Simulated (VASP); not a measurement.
Given:

```
PbTe
1.0
    0.00000     3.33096     3.33096
    3.33096     0.00000     3.33096
    3.33096     3.33096     0.00000
Te Pb
1 1
Direct
  0.50000   0.50000   0.50000
  0.00000   0.00000   0.00000
```

Calculation: r2SCAN meta-GGA, VASP's PBE PAW potentials (set 64) (plane waves; VASP). Numerical set-up: 520 eV cut-off, 7×7×7 Γ-centred mesh, Gaussian smearing of 0.050 eV, potentials Te Pb_d.

### Question
Give the stress tensor in GPa (positive for a compressed cell).

### Answer

```
-2.16   0.00   0.00
 0.00  -2.16   0.00
 0.00   0.00  -2.16
```
The pressure is its mean diagonal, -2.16 GPa.

The compound is PbTe in the rock salt structure. This cell is one point of a volume scan, at 1.06 of the reference volume.
